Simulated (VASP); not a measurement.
# SbPd3 (Fm-3m) in VASP: a series of runs

Runs on SbPd3. Level: LDA. Tasks: single point, relaxation of cell and atoms.

All numbers are computed with VASP 6.6.1; they aren't measurements. Logs are shortened: lines on timing, memory, paths and dates and some standing lists are left out, and cuts for length are marked.

**1. The crystal as given**

It takes space group Fm-3m (No. 225, cubic). Conventional cell: a = 6.441 Å, b = 6.441 Å, c = 6.441 Å, α = 90.00°, β = 90.00°, γ = 90.00°. Around Sb (site symmetry m-3m) lie 8 Pd at 2.79 Å. Pd (site symmetry -43m) is surrounded by 4 Sb at 2.79 Å and 4 Pd at 2.79 Å. Pd (site symmetry m-3m) has 8 Pd at 2.79 Å as nearest neighbours.

The cell comes from a database or a generator and needn't be the stable form of this composition.

**2. Single point, LDA (relaxed again under DFT LDA, scalar-relativistic, plane waves, PAW)**

INCAR

```
ALGO     = Fast           # electronic algorithm
EDIFF    = 1E-7           # SCF threshold, eV
ENCUT    = 520            # plane-wave cutoff, eV
GGA      = CA             # functional
ISIF     = 2              # what is computed and relaxed
ISMEAR   = 0              # smearing method
LASPH    = T              # aspherical terms in the spheres
LCHARG   = F              # write CHGCAR
LREAL    = F              # projectors in reciprocal space
LWAVE    = F              # write WAVECAR
NBANDS   = 26             # bands
NELM     = 80             # most SCF steps
PREC     = Accurate       # precision mode
SIGMA    = 0.1            # smearing width, eV
```

KPOINTS

```
k-points
0
Gamma
  12 12 12
```

POSCAR

```
SbPd3
1.0
    0.0000000000      3.1404097672      3.1404097672
    3.1404097672      0.0000000000      3.1404097672
    3.1404097672      3.1404097672      0.0000000000
Sb Pd
1 3
Direct
    0.5000000000      0.5000000000      0.5000000000
    0.7500000000      0.7500000000      0.7500000000
    0.2500000000      0.2500000000      0.2500000000
    0.0000000000      0.0000000000      0.0000000000
```

Potentials or basis: VASP PAW LDA potentials, release 64 (Sb, Pd).

Command:

```bash
> cat potpaw_LDA.64/Sb/POTCAR potpaw_LDA.64/Pd/POTCAR > POTCAR
> mpirun -np 1 vasp_std > vasp.out
```

OUTCAR:

```text
EDIFF = 1E-7
   ENCUT = 520
   GGA = CA
   ISIF = 2
   ISMEAR = 0
   LASPH = T
   LREAL = F
   NELM = 80
   PREC = Accurate

 ion  position               nearest neighbor table
   1  0.500  0.500  0.500-   3 2.72   3 2.72   3 2.72   2 2.72   3 2.72   2 2.72   2 2.72   2 2.72
                             4 3.14   4 3.14   4 3.14   4 3.14   4 3.14   4 3.14
   2  0.750  0.750  0.750-   1 2.72   1 2.72   1 2.72   1 2.72   4 2.72   4 2.72   4 2.72   4 2.72
                             3 3.14   3 3.14   3 3.14   3 3.14   3 3.14   3 3.14
   3  0.250  0.250  0.250-   4 2.72   4 2.72   4 2.72   1 2.72   4 2.72   1 2.72   1 2.72   1 2.72
                             2 3.14   2 3.14   2 3.14   2 3.14   2 3.14   2 3.14
   4  0.000  0.000  0.000-   2 2.72   2 2.72   2 2.72   2 2.72   3 2.72   3 2.72   3 2.72   3 2.72
                             1 3.14   1 3.14   1 3.14   1 3.14   1 3.14   1 3.14

  LATTYP: Found a face centered cubic cell.
 ALAT       =     6.2808195344

  Lattice vectors:

 A1 = (   0.0000000000,   3.1404097672,   3.1404097672)
 A2 = (   3.1404097672,   0.0000000000,   3.1404097672)
 A3 = (   3.1404097672,   3.1404097672,   0.0000000000)

Analysis of symmetry for initial positions (statically):
=====================================================================
 Subroutine PRICEL returns:
 Original cell was already a primitive cell.

 Routine SETGRP: Setting up the symmetry group for a
 face centered cubic supercell.

 Subroutine GETGRP returns: Found 48 space group operations
 (whereof 48 operations were pure point group operations)
 out of a pool of 48 trial point group operations.

The static configuration has the point symmetry O_h .

Analysis of symmetry for dynamics (positions and initial velocities):
=====================================================================
 Subroutine PRICEL returns:
 Original cell was already a primitive cell.

 Routine SETGRP: Setting up the symmetry group for a
 face centered cubic supercell.

 Subroutine GETGRP returns: Found 48 space group operations
 (whereof 48 operations were pure point group operations)
 out of a pool of 48 trial point group operations.

The dynamic configuration has the point symmetry O_h .

 Subroutine INISYM returns: Found 48 space group operations
 (whereof 48 operations are pure point group operations),
 and found     1 'primitive' translations

----------------------------------------------------------------------------------------

                                     Primitive cell

  volume of cell :      61.9425

  direct lattice vectors                    reciprocal lattice vectors
     0.000000000  3.140409767  3.140409767    -0.159214891  0.159214891  0.159214891
     3.140409767  0.000000000  3.140409767     0.159214891 -0.159214891  0.159214891
     3.140409767  3.140409767  0.000000000     0.159214891  0.159214891 -0.159214891

  length of vectors
     4.441210084  4.441210084  4.441210084     0.275768281  0.275768281  0.275768281

  position of ions in fractional coordinates (direct lattice)
     0.500000000  0.500000000  0.500000000
     0.750000000  0.750000000  0.750000000
     0.250000000  0.250000000  0.250000000
     0.000000000  0.000000000  0.000000000

  ion indices of the primitive-cell ions
   primitive index   ion index
                 1           1
                 2           2
                 3           3
                 4           4

----------------------------------------------------------------------------------------

 KPOINTS: k-points

Automatic generation of k-mesh.
 Grid dimensions read from file:
 generate k-points for:   12   12   12

 Generating k-lattice:

  Cartesian coordinates                     Fractional coordinates (reciprocal lattice)
    -0.013267908  0.013267908  0.013267908     0.083333333  0.000000000  0.000000000
     0.013267908 -0.013267908  0.013267908     0.000000000  0.083333333  0.000000000
     0.013267908  0.013267908 -0.013267908     0.000000000  0.000000000  0.083333333

  Length of vectors
     0.022980690  0.022980690  0.022980690

  Shift w.r.t. Gamma in fractional coordinates (k-lattice)
     0.000000000  0.000000000  0.000000000

 Subroutine IBZKPT returns following result:
 ===========================================

 Found     72 irreducible k-points:

 Following reciprocal coordinates:
            Coordinates               Weight
  0.000000  0.000000  0.000000      1.000000
  0.083333  0.000000  0.000000      8.000000
  0.166667  0.000000  0.000000      8.000000
  0.250000  0.000000  0.000000      8.000000
  0.333333  0.000000  0.000000      8.000000
  0.416667  0.000000  0.000000      8.000000
[... 16 lines left out ...]
  0.500000  0.166667  0.000000     24.000000
 -0.416667  0.166667  0.000000     24.000000
 [... further k-points ...]
   k-points           NKPTS =     72   k-points in BZ     NKDIM =     72   number of bands    NBANDS=     26
   number of dos      NEDOS =    301   number of ions     NIONS =      4
   total plane-waves  NPLWV =  46656
   dimension x,y,z NGX =    36 NGY =   36 NGZ =   36
   dimension x,y,z NGXF=    72 NGYF=   72 NGZF=   72
   ions per type =               1   3
   NGX,Y,Z   is equivalent  to a cutoff of  13.48, 13.48, 13.48 a.u.
   NGXF,Y,Z  is equivalent  to a cutoff of  26.95, 26.95, 26.95 a.u.
 SYSTEM =  unknown system
   PREC   = accura    normal or accurate (medium, high low for compatibility)
   ISTART =      0    job   : 0-new  1-cont  2-samecut
   ICHARG =      2    charge: 1-file 2-atom 10-const
   ISPIN  =      1    spin polarized calculation?
   LNONCOLLINEAR =      F non collinear calculations
   LSORBIT =      F    spin-orbit coupling
   LASPH  =      T    aspherical Exc in radial PAW
   ENCUT  =  520.0 eV  38.22 Ry    6.18 a.u.   8.26  8.26  8.26*2*pi/ulx,y,z
   NELM   =     80;   NELMIN=  2; NELMDL= -5     # of ELM steps
   EDIFF  = 0.1E-06   stopping-criterion for ELM
   LREAL  =      F    real-space projection
   EDIFFG = 0.1E-05   stopping-criterion for IOM
   NSW    =      0    number of steps for IOM
   IBRION =     -1    ionic relax: 0-MD 1-quasi-New 2-CG
   NFREE  =      0    steps in history (QN), initial steepest desc. (CG)
   ISIF   =      2    stress and relaxation
   ISYM   =      2    0-nonsym 1-usesym 2-fastsym
   POTIM  = 0.5000    time-step for ionic-motion
   TEBEG  =    0.0;   TEEND  =   0.0 temperature during run
   PSTRESS=    0.0 pullay stress
   NELECT =      35.0000    total number of electrons
   NUPDOWN=      -1.0000    fix difference up-down
   EMIN   =  10.00;   EMAX   =-10.00  energy-range for DOS
   EFERMI =   0.00;   METHOD = LEGACY
   ISMEAR =     0;   SIGMA  =   0.10  broadening in eV -4-tet -1-fermi 0-gaus
   EFERMI_NEDOS =   21; number of points for ismear=-14 and -15
   IALGO  =     68    algorithm
   IMIX   =      4    mixing-type and parameters
     AMIX     =   0.40;   BMIX     =  1.00
     AMIX_MAG =   1.60;   BMIX_MAG =  1.00
  volume/ion in A,a.u.               =      15.49       104.50
  Fermi-wavevector in a.u.,A,eV,Ry     =   1.353426  2.557604 24.922636  1.831762
  Thomas-Fermi vector in A             =   2.480682
   LORBIT       =      0    0 simple, 1 ext, 2 COOP (PROOUT), +10 PAW based schemes
   GGA     = CA    functional components
   LHFCALC =     F    Hartree Fock is set to
   AEXX    =    0.0000 exact exchange contribution
   IVDW    =     0    specifies the selected vdW correction
   LEPSILON=     F    determine dielectric tensor
   LRPA    =     F    only Hartree local field effects (RPA)
 non-spin polarized calculation
 RMM-DIIS sequential band-by-band and
 Gauss-broadening in eV      SIGMA  =   0.10
  energy-cutoff  :      520.00
  volume of cell :       61.94
 maximum number of plane-waves:      1700
 NGX is ok and might be reduce to    36
   NGX = 17   NGY = 17   NGZ = 17

 number of electron      35.0000005 magnetization

 Free energy of the ion-electron system (eV)
  ---------------------------------------------------
  ext. energy  EPLUGINS =         0.00000000
  ---------------------------------------------------
  free energy    TOTEN  =       -25.83712625 eV

  energy without entropy =      -25.82776239  energy(sigma->0) =      -25.83244432

 E-fermi :  11.5316     XC(G=0): -13.1443

 val. band max:       11.5283941836   @ k =   0.4167   0.2500   0.0833
 cond. band min:      11.5801101916   @ k =   0.0000   0.0000   0.0000
 fundamental gap:      0.0517160080
 Fermi energy:        11.5316304602

 k-point     1 :       0.0000    0.0000    0.0000
  band No.  band energies     occupation
      1      -0.5710      2.00000
      2       5.8882      2.00000
      3       5.8882      2.00000
      4       5.8882      2.00000
      5       6.3626      2.00000
      6       6.3626      2.00000
[... 18 lines left out ...]
     25      19.0760      0.00000
     26      19.0760      0.00000

 k-point     2 :       0.0833    0.0000    0.0000
  band No.  band energies     occupation
      1      -0.5046      2.00000
      2       5.8030      2.00000
      3       5.8476      2.00000
      4       5.8476      2.00000
      5       6.4711      2.00000
      6       6.4711      2.00000
[... 18 lines left out ...]
     25      19.1574      0.00000
     26      19.1574      0.00000

 k-point     3 :       0.1667    0.0000    0.0000
  band No.  band energies     occupation
      1      -0.3144      2.00000
      2       5.5992      2.00000
      3       5.7990      2.00000
      4       5.7990      2.00000
      5       6.7084      2.00000
      6       6.7084      2.00000
[... 572 lines left out ...]
 k-point    23 :       0.5000    0.1667    0.0000
  band No.  band energies     occupation
      1       0.7077      2.00000
      2       4.8475      2.00000
      3       5.8343      2.00000
      4       6.1622      2.00000
      5       7.0300      2.00000
      6       7.1631      2.00000
[... 18 lines left out ...]
     25      21.8072      0.00000
     26      21.9711      0.00000

 k-point    24 :      -0.4167    0.1667    0.0000
  band No.  band energies     occupation
      1       0.7380      2.00000
      2       4.8911      2.00000
      3       5.8420      2.00000
      4       6.0400      2.00000
      5       6.9917      2.00000
      6       7.2271      2.00000
[... 18 lines left out ...]
     25      21.0633      0.00000
     26      21.1074      0.00000

 [... further k-points ...]

------------------------ aborting loop because EDIFF is reached ----------------------------------------

  FORCE on cell =-STRESS in cart. coord.  units (eV):
  Direction    XX          YY          ZZ          XY          YZ          ZX
  --------------------------------------------------------------------------------------
  -------------------------------------------------------------------------------------
  Total        0.1420215      0.1420215      0.1420215      0.0000000     -0.0000000      0.0000000
  in kB        3.6734643      3.6734643      3.6734643      0.0000000     -0.0000000      0.0000000
  external PRESSURE =       3.6734643 kB  Pullay stress =       0.0000000 kB

 VOLUME and BASIS-vectors are now :
 -----------------------------------------------------------------------------
  energy-cutoff  :      520.00
  volume of cell :       61.94
      direct lattice vectors                 reciprocal lattice vectors
     0.000000000  3.140409767  3.140409767    -0.159214891  0.159214891  0.159214891
     3.140409767  0.000000000  3.140409767     0.159214891 -0.159214891  0.159214891
     3.140409767  3.140409767  0.000000000     0.159214891  0.159214891 -0.159214891

 POSITION                                       TOTAL-FORCE (eV/Angst)
 -----------------------------------------------------------------------------------
      3.14041      3.14041      3.14041        -0.000000     -0.000000      0.000000
      4.71061      4.71061      4.71061        -0.000000      0.000000     -0.000000
      1.57020      1.57020      1.57020         0.000000      0.000000      0.000000
      0.00000      0.00000      0.00000        -0.000000     -0.000000      0.000000
 -----------------------------------------------------------------------------------
    total drift:                                0.000000      0.000000      0.000000

  FREE ENERGIE OF THE ION-ELECTRON SYSTEM (eV)
  ---------------------------------------------------
  free  energy   TOTEN  =       -25.8371262473 eV

  energy  without entropy=      -25.8277623879  energy(sigma->0) =      -25.83244432
```

It took 2 min on 1 thread of Intel Xeon Platinum 8488C (Sapphire Rapids), shared host; peak memory 0.24 GiB.

Results:

```yaml
Free_energy: -25.8371 eV
Pressure: 0.4 GPa
Band_gap_on_the_k_mesh: none (metal or under the smearing width)
```

Levels at points of the mesh, in eV from the Fermi level:
| k point | band 14 | band 15 | band 16 | band 17 | band 18 | band 19 | band 20 | band 21 |
| --- | --- | --- | --- | --- | --- | --- | --- | --- |
| (0.00, 0.00, 0.00) | -1.50 | -1.36 | -1.36 | 0.05 | 2.48 | 2.48 | 2.48 | 5.49 |
| (0.50, 0.00, 0.00) | -1.61 | -1.46 | -1.46 | -1.16 | 1.65 | 2.62 | 2.62 | 4.39 |
| (0.50, 0.50, 0.00) | -1.76 | -1.72 | -1.56 | -1.07 | -1.07 | -1.01 | 2.51 | 4.20 |

The run has no spin-orbit coupling, so splittings on Sb are missing.

**3. Relaxation of cell and atoms, LDA**

INCAR

```
SYSTEM = SbPd3
PREC = Accurate
ENCUT = 600
EDIFF = 1E-6
ISMEAR = 0
SIGMA = 0.1
LREAL = .FALSE.
LASPH = .TRUE.
NELM = 100
ALGO = Fast
ISIF = 3
LWAVE = .FALSE.
LCHARG = .FALSE.
IBRION = 2
NSW = 70
EDIFFG = -0.005
```

KPOINTS

```
Automatic mesh
0
G
  12 12 12
  0 0 0
```

POSCAR

```
SbPd3
1.0
    0.0000000000      3.2203788357      3.2203788357
    3.2203788357      0.0000000000      3.2203788357
    3.2203788357      3.2203788357      0.0000000000
Sb Pd
1 3
Direct
    0.5000000000      0.5000000000      0.5000000000
    0.7500000000      0.7500000000      0.7500000000
    0.2500000000      0.2500000000      0.2500000000
    0.0000000000      0.0000000000      0.0000000000
```

Potentials or basis: VASP PAW LDA potentials, release 64 (Sb, Pd).

Command:

```bash
> cat potpaw_LDA.64/Sb/POTCAR potpaw_LDA.64/Pd/POTCAR > POTCAR
> mpirun -np 1 vasp_std > vasp.out
```

It took 5 min on 1 thread of Intel Xeon Platinum 8488C (Sapphire Rapids), shared host; peak memory 0.27 GiB.

The run converged. Its results:

- Free energy: -25.8392 eV
- Relaxed volume: 15.52 Å³/atom
- Relaxed cell: a = 4.444 Å, b = 4.444 Å, c = 4.444 Å, α = 60.00°, β = 60.00°, γ = 60.00°
- Space group after relaxing (to 0.05 Å): Fm-3m (No. 225)
- Energy gained by relaxing: 45.6 meV/atom
- Ionic steps: 4
- Pressure after relaxing: 0.0 GPa
- Band gap on the k mesh: none (metal or under the smearing width)

Step by step:
| step | energy change (eV) | largest force (eV/Å) | pressure (GPa) | volume (Å³) |
| --- | --- | --- | --- | --- |
| 1 | 0.0000 | 0.0000 | -11.35 | 66.80 |
| 2 | 0.2603 | 0.0000 | 26.04 | 56.00 |
| 3 | -0.1821 | 0.0000 | -0.42 | 62.19 |
| 4 | -0.1823 | 0.0000 | -0.05 | 62.08 |

Final structure:
```xyz
4
Lattice="0.0000 3.1427 3.1427 3.1427 0.0000 3.1427 3.1427 3.1427 0.0000" Properties=species:S:1:pos:R:3 pbc="T T T"
Sb    3.1427    3.1427    3.1427
Pd    4.7141    4.7141    4.7141
Pd    1.5714    1.5714    1.5714
Pd    0.0000    0.0000    0.0000
```

Levels at points of the mesh, in eV from the Fermi level:
```tsv
k point	band 15	band 16	band 17	band 18	band 19	band 20
(0.00, 0.00, 0.00)	-1.36	-1.36	0.04	2.48	2.48	2.48
(0.50, 0.00, 0.00)	-1.46	-1.46	-1.16	1.65	2.61	2.61
(0.50, 0.50, 0.00)	-1.72	-1.55	-1.07	-1.07	-1.01	2.50
```
